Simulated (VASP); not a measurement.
# Lattice of SiO2 (Stishovite) across functionals and dispersion corrections, part 2 of 2

Which functional gives the lattice of SiO2 (Stishovite) as experiment finds it, and is a dearer one worth its cost? LASPH is on for some levels and off for others; the table marks which. The start is a cell from a database of measured crystal structures.

VASP 6.6.1, plane waves and PAW; the level of theory is named at each step.

So far. Step 2 (Relaxation with PBE): It ends with a largest force of 0.004 eV/Å and a pressure of -0.09 GPa. The volume lies +3.5 % from that of the database's start. The conventional cell has a = 4.233 and c = 2.694 Å.

### 3. Relaxation with LDA

This step: LDA; plane waves and PAW (Si, O) (VASP 6.6.1).

LDA, the lowest rung, knows the local density alone.

Contents of INCAR:

```
SYSTEM = SiO2
PREC = Accurate
ENCUT = 560
EDIFF = 1E-06
NELM = 100
ISMEAR = -1
SIGMA = 0.05
LREAL = .FALSE.
ALGO = Normal
GGA = CA
NBANDS = 22
LORBIT = 11
LWAVE = .FALSE.
LCHARG = .FALSE.
KPAR = 2
IBRION = 2
NSW = 60
ISIF = 3
EDIFFG = -0.01
```

Contents of POSCAR:

```
SiO2
1.0
    4.1811000000      0.0000000000      0.0000000000
    0.0000000000      4.1811000000      0.0000000000
    0.0000000000      0.0000000000      2.6665000000
Si O
2 4
Direct
    0.0000000000      0.0000000000      0.0000000000
    0.5000000000      0.5000000000      0.5000000000
    0.3058000000      0.3058000000      0.0000000000
    0.1942000000      0.8058000000      0.5000000000
    0.6942000000      0.6942000000      0.0000000000
    0.8058000000      0.1942000000      0.5000000000
```

Contents of KPOINTS:

```
Automatic mesh
0
Gamma
5 5 7
0 0 0
```

The projector-augmented-wave data sets are Si and O (PBE family, release 64).

Started as:

```console
mpirun -np 2 vasp_std
```

What it wrote:

```text
[banner, memory and clock lines left out]
running    2 mpi-ranks, on    1 nodes
 distrk:  each k-point on    1 cores,    2 groups
 distr:  one band on    1 cores,    1 groups

 POSCAR found type information on POSCAR SiO
 POSCAR found :  2 types and       6 ions
|                                                                             |
|               ----> ADVICE to this user running VASP <----                  |
|                                                                             |
|     You enforced a specific xc type in the INCAR file but a different       |
|     [... a line on the potential file left out ...]
|     I HOPE YOU KNOW WHAT YOU ARE DOING!                                     |
|                                                                             |

 LDA part: xc-table for (Slater(with rela. corr.)+CA(PZ))
 , standard interpolation
 POSCAR, INCAR and KPOINTS ok, starting setup
 FFT: planning ... GRIDC
 FFT: planning ... GRID_SOFT
 FFT: planning ... GRID
 WAVECAR not read
 entering main loop
       N       E                     dE             d eps       ncg     rms          rms(c)
DAV:   1     0.150293744330E+03    0.15029E+03   -0.18682E+04  1056   0.149E+03
DAV:   2    -0.492111323073E+02   -0.19950E+03   -0.19197E+03  1394   0.311E+02
DAV:   3    -0.562663352247E+02   -0.70552E+01   -0.70299E+01  1344   0.589E+01
DAV:   4    -0.563166292773E+02   -0.50294E-01   -0.50259E-01  1326   0.575E+00
DAV:   5    -0.563170941776E+02   -0.46490E-03   -0.46484E-03  1314   0.536E-01    0.162E+01
DAV:   6    -0.519790276535E+02    0.43381E+01   -0.15286E+01  1272   0.264E+01    0.721E+00
DAV:   7    -0.519235275805E+02    0.55500E-01   -0.48604E-01  1248   0.454E+00    0.278E+00
DAV:   8    -0.518951820751E+02    0.28346E-01   -0.18446E-02  1266   0.133E+00    0.918E-01
DAV:   9    -0.518910265404E+02    0.41555E-02   -0.39732E-03  1272   0.564E-01    0.187E-01
DAV:  10    -0.518910462362E+02   -0.19696E-04   -0.22056E-04  1302   0.127E-01    0.432E-02
DAV:  11    -0.518910367773E+02    0.94590E-05   -0.32146E-05  1296   0.442E-02    0.147E-02
DAV:  12    -0.518910361935E+02    0.58380E-06   -0.39808E-06  1254   0.147E-02
   1 F= -.51891036E+02 E0= -.51891036E+02  d E =-.518910E+02
 curvature:   0.00 expect dE= 0.000E+00 dE for cont linesearch  0.000E+00
 trial: gam= 0.00000 g(F)=  0.106E-05 g(S)=  0.879E-02 ort = 0.000E+00 (trialstep = 0.100E+01)
 search vector abs. value=  0.879E-02
 bond charge predicted
       N       E                     dE             d eps       ncg     rms          rms(c)
DAV:   1    -0.519163432170E+02   -0.25306E-01   -0.73386E-01  1260   0.714E+00    0.119E+00
DAV:   2    -0.518944597270E+02    0.21883E-01   -0.64816E-02  1200   0.192E+00    0.318E-01
DAV:   3    -0.518928653270E+02    0.15944E-02   -0.45803E-03  1278   0.477E-01    0.126E-01
DAV:   4    -0.518924318177E+02    0.43351E-03   -0.71045E-04  1260   0.202E-01    0.338E-02
DAV:   5    -0.518924126228E+02    0.19195E-04   -0.82280E-05  1320   0.683E-02    0.141E-02
DAV:   6    -0.518924125955E+02    0.27380E-07   -0.20842E-06   978   0.111E-02
   2 F= -.51892413E+02 E0= -.51892413E+02  d E =-.137640E-02
[...]
3 F= -.51893661E+02 E0= -.51893661E+02  d E =-.262498E-02
[...]
4 F= -.51894381E+02 E0= -.51894381E+02  d E =-.719784E-03
 trial-energy change:   -0.000720  1 .order   -0.000720   -0.001930    0.000491
 step:   0.7324(harm=  0.7324)  dis= 0.00162  next Energy=   -51.894430 (dE=-0.769E-03)
 bond charge predicted
       N       E                     dE             d eps       ncg     rms          rms(c)
DAV:   1    -0.518944671730E+02   -0.86147E-04   -0.13562E-02  1158   0.926E-01    0.563E-02
DAV:   2    -0.518944554433E+02    0.11730E-04   -0.39732E-04  1308   0.148E-01    0.305E-02
DAV:   3    -0.518944302789E+02    0.25164E-04   -0.25209E-05  1308   0.459E-02    0.721E-03
DAV:   4    -0.518944296418E+02    0.63711E-06   -0.70815E-06  1276   0.196E-02
   5 F= -.51894430E+02 E0= -.51894430E+02  d E =-.768472E-03
 curvature:  -0.46 expect dE=-0.257E-05 dE for cont linesearch -0.163E-06
 trial: gam=-0.01657 g(F)=  0.503E-05 g(S)=  0.619E-06 ort = 0.306E-04 (trialstep = 0.881E+00)
 search vector abs. value=  0.535E-05
 reached required accuracy - stopping structural energy minimisation
```

The job ended after 14 s (2 MPI ranks of Intel Xeon 6975P-C (Granite Rapids), shared host; peak memory 0.27 GiB).

From OUTCAR (step 3):

```text
 Found     24 irreducible k-points:

   NELECT =      32.0000    total number of electrons

 E-fermi :   9.0914

 k-point     1 :       0.0000    0.0000    0.0000
  band No.  band energies     occupation
    ...
     12       4.8567      2.00000
     13       5.5051      2.00000
     14       7.1636      2.00000
     15       7.1636      2.00000
     16       8.0670      2.00000
     17      13.7452      0.00000
     18      14.4793      0.00000
     19      16.3341      0.00000
     20      16.3341      0.00000
     21      18.8000      0.00000
    ...

 k-point     2 :       0.2000    0.0000    0.0000
  band No.  band energies     occupation
    ...
     12       4.9498      2.00000
     13       5.5538      2.00000
     14       6.3479      2.00000
     15       7.0973      2.00000
     16       7.7537      2.00000
     17      14.3242      0.00000
     18      14.8414      0.00000
     19      16.4377      0.00000
     20      16.4662      0.00000
     21      19.3908      0.00000
    ...

  Total        0.0031698      0.0031698     -0.0075386     -0.0000000      0.0000000      0.0000000
  in kB        0.1096783      0.1096783     -0.2608445     -0.0000000      0.0000000      0.0000000
  external PRESSURE =      -0.0138293 kB  Pullay stress =       0.0000000 kB

  energy-cutoff  :      560.00
  volume of cell :       46.30
      direct lattice vectors                 reciprocal lattice vectors
     4.162053968 -0.000000000  0.000000000     0.240265986 -0.000000000  0.000000000
     0.000000000  4.162053968  0.000000000     0.000000000  0.240265986  0.000000000
     0.000000000  0.000000000  2.673043332     0.000000000  0.000000000  0.374105421

 POSITION                                       TOTAL-FORCE (eV/Angst)
 -----------------------------------------------------------------------------------
      4.16205     -0.00000      0.00000        -0.000000     -0.000000      0.000000
      2.08103      2.08103      1.33652        -0.000000     -0.000000      0.000000
      1.27118      1.27118      0.00000        -0.003611     -0.003611      0.000000
      0.80984      3.35221      1.33652         0.003611     -0.003611      0.000000
      2.89087      2.89087      0.00000         0.003611      0.003611     -0.000000
      3.35221      0.80984      1.33652        -0.003611      0.003611     -0.000000
 -----------------------------------------------------------------------------------
    total drift:                                0.000000      0.000000     -0.000000

  FREE ENERGIE OF THE ION-ELECTRON SYSTEM (eV)
  ---------------------------------------------------
  free  energy   TOTEN  =       -51.8944296418 eV

  energy  without entropy=      -51.8944296418  energy(sigma->0) =      -51.89442964

 total charge
# of ion       s       p       d       tot
------------------------------------------
    1        0.589   0.887   0.000   1.476
    2        0.589   0.887   0.000   1.476
    3        1.535   3.676   0.000   5.210
    4        1.535   3.676   0.000   5.210
    5        1.535   3.676   0.000   5.210
    6        1.535   3.676   0.000   5.210
--------------------------------------------------
tot          7.317  16.478   0.000  23.794

[... 9 parts as in an earlier step ...]

[... 5 further parts left out ...]
```

The PAW data sets were made with PBE, though LDA sets exist; this is a small mismatch.

Step by step:

| step | energy less that of the first step (eV) | largest force (eV/Å) | pressure (GPa) | volume (Å³) |
| --- | --- | --- | --- | --- |
| 1 | 0.0000 | 0.0023 | -1.67 | 46.61 |
| 2 | -0.0014 | 0.1112 | 1.94 | 46.07 |
| 3 | -0.0026 | 0.0655 | 0.47 | 46.29 |
| 4 | -0.0033 | 0.0118 | -0.12 | 46.31 |
| 5 | -0.0034 | 0.0051 | 0.00 | 46.30 |

| conventional cell, symmetrised | before | after | change |
| --- | --- | --- | --- |
| a (Å) | 4.181 | 4.162 | -0.5 % |
| b (Å) | 4.181 | 4.162 | -0.5 % |
| c (Å) | 2.667 | 2.673 | +0.2 % |
| volume (Å³/atom) | 7.77 | 7.72 | -0.7 % |

Final coordinates:

```
Si O
1.0
     4.16205    0.00000    0.00000
     0.00000    4.16205    0.00000
     0.00000    0.00000    2.67304
Si O
2 4
Direct
  0.00000 0.00000 0.00000
  0.50000 0.50000 0.50000
  0.30542 0.30542 0.00000
  0.19458 0.80542 0.50000
  0.69458 0.69458 0.00000
  0.80542 0.19458 0.50000
```

This step gave:

- free energy (TOTEN): -51.8944 eV
- Fermi energy: 9.091 eV
- pressure: -0.001383 GPa
- SCF cycles over all ionic steps: 34
- gap on the k-mesh: 5.678 eV
- least direct gap on the k-mesh: 5.678 eV

It ends at 7.717 Å³/atom, -0.7 % from the start, with 0.00 GPa left. The conventional cell has a = 4.162 and c = 2.673 Å.

### 4. Relaxation with r2SCAN

This step: r2SCAN; plane waves and PAW (Si, O) (VASP 6.6.1).

r2SCAN adds the kinetic-energy density, costs more than a GGA and is run with LASPH.

INCAR, as its differences from that of step 3:

```diff
@@ -9,3 +9,4 @@
 ALGO = Normal
-GGA = CA
+METAGGA = R2SCAN
+LASPH = .TRUE.
 NBANDS = 22
```

POSCAR is that of step 3.

KPOINTS is that of step 3.

Started as:

```console
mpirun -np 2 vasp_std
```

What it wrote:

```text
[banner, memory and clock lines left out]
running    2 mpi-ranks, on    1 nodes
[...]
[... a notice as in an earlier step ...]

 LDA part: xc-table for (None), standard interpolation
 POSCAR, INCAR and KPOINTS ok, starting setup
[...]
entering main loop
       N       E                     dE             d eps       ncg     rms          rms(c)
DAV:   1     0.142079745233E+03    0.14208E+03   -0.19207E+04  1056   0.152E+03
DAV:   2    -0.654914503704E+02   -0.20757E+03   -0.19966E+03  1394   0.323E+02
DAV:   3    -0.728185327456E+02   -0.73271E+01   -0.73018E+01  1344   0.609E+01
DAV:   4    -0.728678560219E+02   -0.49323E-01   -0.49294E-01  1326   0.581E+00
[...]
DAV:  10    -0.587923388429E+02    0.96133E-04   -0.14600E-03  1266   0.297E-01    0.141E-01
DAV:  11    -0.587923730357E+02   -0.34193E-04   -0.59078E-05  1272   0.713E-02    0.812E-03
DAV:  12    -0.587923734064E+02   -0.37067E-06   -0.18044E-06   900   0.115E-02
   1 F= -.58792373E+02 E0= -.58792373E+02  d E =-.587924E+02
[... from here on, the cycles between the ionic steps are left out ...]
   2 F= -.58792249E+02 E0= -.58792249E+02  d E =0.124799E-03
   3 F= -.58793023E+02 E0= -.58793023E+02  d E =-.649612E-03
   4 F= -.58793034E+02 E0= -.58793034E+02  d E =-.109733E-04
   5 F= -.58793053E+02 E0= -.58793053E+02  d E =-.297505E-04
[...]
reached required accuracy - stopping structural energy minimisation
```

The job ended after 56 s (2 MPI ranks; peak memory 0.32 GiB; 1.7 min of CPU time).

From OUTCAR (step 4):

```text
  Total       -0.0067412     -0.0067412      0.0005879      0.0000000      0.0000000      0.0000000
  in kB       -0.2310273     -0.2310273      0.0201466      0.0000000      0.0000000      0.0000000
  external PRESSURE =      -0.1473026 kB  Pullay stress =       0.0000000 kB

 POSITION                                       TOTAL-FORCE (eV/Angst)
 -----------------------------------------------------------------------------------
      0.00000      0.00000      0.00000         0.000000      0.000000      0.000000
      2.09128      2.09128      1.33621         0.000000      0.000000      0.000000
      1.27961      1.27961      0.00000        -0.001650     -0.001650     -0.000000
      0.81167      3.37089      1.33621         0.001650     -0.001650     -0.000000
      2.90294      2.90294      0.00000         0.001650      0.001650      0.000000
      3.37089      0.81167      1.33621        -0.001650      0.001650      0.000000
 -----------------------------------------------------------------------------------
    total drift:                                0.000000      0.000000     -0.000000

  FREE ENERGIE OF THE ION-ELECTRON SYSTEM (eV)
  ---------------------------------------------------
  free  energy   TOTEN  =       -58.7930527685 eV

  energy  without entropy=      -58.7930527685  energy(sigma->0) =      -58.79305277

[... 2 parts as in an earlier step ...]

[... 2 further parts left out ...]
[key lines of the parts left out:]
E-fermi :   8.8164
```

The PAW data sets were made with PBE, which is usual practice but a small mismatch for other functionals.

Relaxation path:

| step | energy less that of the first step (eV) | largest force (eV/Å) | pressure (GPa) | volume (Å³) |
| --- | --- | --- | --- | --- |
| 1 | 0.0000 | 0.0174 | 0.95 | 46.61 |
| 2 | 0.0001 | 0.0145 | -1.29 | 46.92 |
| 3 | -0.0007 | 0.0165 | -0.13 | 46.76 |
| 4 | -0.0007 | 0.0169 | 0.07 | 46.74 |
| 5 | -0.0007 | 0.0023 | -0.01 | 46.75 |

| conventional cell, symmetrised | before | after | change |
| --- | --- | --- | --- |
| a (Å) | 4.181 | 4.183 | +0.0 % |
| b (Å) | 4.181 | 4.183 | +0.0 % |
| c (Å) | 2.667 | 2.672 | +0.2 % |
| volume (Å³/atom) | 7.77 | 7.79 | +0.3 % |

The relaxed structure:

```xyz
6
Lattice="4.1826 0.0000 0.0000 0.0000 4.1826 0.0000 0.0000 0.0000 2.6724" Properties=species:S:1:pos:R:3 pbc="T T T"
Si    0.0000    0.0000    0.0000
Si    2.0913    2.0913    1.3362
O     1.2796    1.2796    0.0000
O     0.8117    3.3709    1.3362
O     2.9029    2.9029    0.0000
O     3.3709    0.8117    1.3362
```

It ends at 7.792 Å³/atom, +0.3 % from the start, with -0.01 GPa left. The conventional cell has a = 4.183 and c = 2.672 Å.

### 5. Relaxation with PBE + D3(BJ)

This step: PBE with D3(BJ); plane waves and PAW (Si, O) (VASP 6.6.1).

A dispersion term adds the long-range attraction that semilocal functionals lack. D3 with Becke-Johnson damping keeps a finite attraction at short range.

INCAR, as its differences from that of step 4:

```diff
@@ -9,4 +9,4 @@
 ALGO = Normal
-METAGGA = R2SCAN
-LASPH = .TRUE.
+GGA = PE
+IVDW = 12
 NBANDS = 22
```

POSCAR is that of step 4.

KPOINTS is that of step 4.

Started as:

```console
mpirun -np 2 vasp_std
```

What it wrote:

```text
[... set-up lines as in an earlier step ...]
 entering main loop
       N       E                     dE             d eps       ncg     rms          rms(c)
[... 13 cycles as in an earlier step ...]
   1 F= -.47702484E+02 E0= -.47702484E+02  d E =-.477025E+02
[...]
2 F= -.47692844E+02 E0= -.47692844E+02  d E =0.963973E-02
[...]
3 F= -.47714848E+02 E0= -.47714848E+02  d E =-.123643E-01
[...]
4 F= -.47715137E+02 E0= -.47715137E+02  d E =-.288734E-03
[...]
5 F= -.47715179E+02 E0= -.47715179E+02  d E =-.331057E-03
[...]
reached required accuracy - stopping structural energy minimisation
```

Elapsed: 17 s, on 2 MPI ranks; peak memory 0.34 GiB; 31 s of CPU time.

From OUTCAR (step 5):

```text
 Edisp (eV)   -1.41666

 Edisp (eV)   -1.41699

  Total       0.02950     0.02950    -0.05334     0.00000     0.00000     0.00000
  in kB       0.99745     0.99745    -1.80362     0.00000     0.00000     0.00000
  external pressure =        0.06 kB  Pullay stress =        0.00 kB

 POSITION                                       TOTAL-FORCE (eV/Angst)
 -----------------------------------------------------------------------------------
      0.00000      0.00000      0.00000        -0.000000     -0.000000      0.000000
      2.10005      2.10005      1.34287        -0.000000     -0.000000      0.000000
      1.28512      1.28512      0.00000         0.002213      0.002213      0.000000
      0.81493      3.38517      1.34287        -0.002213      0.002213      0.000000
      2.91498      2.91498      0.00000        -0.002213     -0.002213      0.000000
      3.38517      0.81493      1.34287         0.002213     -0.002213      0.000000
 -----------------------------------------------------------------------------------
    total drift:                                0.000000     -0.000000      0.000000

  FREE ENERGIE OF THE ION-ELECTRON SYSTEM (eV)
  ---------------------------------------------------
  free  energy   TOTEN  =       -47.7151793552 eV

  energy  without entropy=      -47.7151793551  energy(sigma->0) =      -47.71517936

[... 2 parts as in an earlier step ...]

[... 2 further parts left out ...]
[key lines of the parts left out:]
E-fermi :   8.9504
```

Step by step:

| step | energy less that of the first step (eV) | largest force (eV/Å) | pressure (GPa) | volume (Å³) |
| --- | --- | --- | --- | --- |
| 1 | 0.0000 | 0.0564 | 5.25 | 46.61 |
| 2 | 0.0096 | 0.2273 | -6.44 | 48.35 |
| 3 | -0.0124 | 0.0716 | 0.03 | 47.35 |
| 4 | -0.0127 | 0.0223 | 0.00 | 47.39 |
| 5 | -0.0127 | 0.0031 | 0.01 | 47.38 |

| conventional cell, symmetrised | before | after | change |
| --- | --- | --- | --- |
| a (Å) | 4.181 | 4.200 | +0.5 % |
| b (Å) | 4.181 | 4.200 | +0.5 % |
| c (Å) | 2.667 | 2.686 | +0.7 % |
| volume (Å³/atom) | 7.77 | 7.90 | +1.6 % |

Final coordinates:

```
Si O
1.0
     4.20010    0.00000    0.00000
     0.00000    4.20010    0.00000
     0.00000    0.00000    2.68574
Si O
2 4
Direct
  0.00000 0.00000 0.00000
  0.50000 0.50000 0.50000
  0.30597 0.30597 0.00000
  0.19403 0.80597 0.50000
  0.69403 0.69403 0.00000
  0.80597 0.19403 0.50000
```

It ends at 7.896 Å³/atom, +1.6 % from the start, with 0.01 GPa left. The conventional cell has a = 4.200 and c = 2.686 Å. Against plain PBE, the dispersion term moves a by -0.8 % and c by -0.3 %.

### 6. The cells as a table

This step: relaxed cells at several levels; plane waves and PAW (VASP 6.6.1).

No new run; the numbers come from the runs before.

Lengths are those of the conventional cell; cost is the wall time of each run, as given at its step, times its ranks, without the set-up around it; LASPH differs between rows, which moves results and costs too. Results by level, by row:

| level | volume (Å³/atom) | change from the start (%) | a (Å) | c (Å) | cost (core minutes) | LASPH |
| --- | --- | --- | --- | --- | --- | --- |
| PBE | 8.04 | 3.5 | 4.233 | 2.694 | 0.667 | off |
| LDA | 7.72 | -0.7 | 4.162 | 2.673 | 0.467 | off |
| r2SCAN | 7.79 | 0.3 | 4.183 | 2.672 | 1.87 | on |
| PBE + D3(BJ) | 7.9 | 1.6 | 4.2 | 2.686 | 0.56 | off |

### 7. Outcome

```json
{"volume, PBE": "8.044 Å³/atom", "volume, LDA": "7.717 Å³/atom", "volume, r2SCAN": "7.792 Å³/atom", "volume, PBE + D3(BJ)": "7.896 Å³/atom"}
```

What this shows: For SiO2 (Stishovite) the levels give volumes between 7.717 Å³/atom (LDA) and 8.044 Å³/atom (PBE), a spread of 4.2 %, while the cost of the finished runs spans a factor of 4. Against the volume of the start, a cell from experiment, r2SCAN comes nearest (+0.3 %) and PBE lies farthest (+3.5 %); thermal expansion is in that cell alone. Within 2 % of it: LDA, r2SCAN and PBE + D3(BJ). The costs hold the number of ionic steps as well as the price of the functional. Against the listed lengths the levels give a from -0.5 % to +1.2 % and c from +0.2 % to +1.0 %. Adding D3(BJ) to PBE changes the volume by -1.8 % (a by -0.8 % and c by -0.3 %). Within 0.02 Å all end in space group P4_2/mnm; the runs can't lower the symmetry of the start. LASPH is on for some levels and off for others, so differences between them are not the functional's alone. Each is a single relaxation on the plane waves of the start cell, so larger changes of volume carry a basis-set error that was not tested here. Zero-point and thermal expansion are not included.

[Lines on the potential files, build, host, timing and source positions are cut from VASP's logs without a mark.]

[Logs are printed without paths, hosts, clocks, repeated set-up lines and the standing remarks that a program may print on its own settings, such as how far it seeks lower states.]

[Hosts, paths, dates, database ids (printed as entryN), source tags and the programs' standing remarks are cut or masked in the printed files.]

[A measured line is paired with the nearest computed mode of its activity, which favours agreement.]
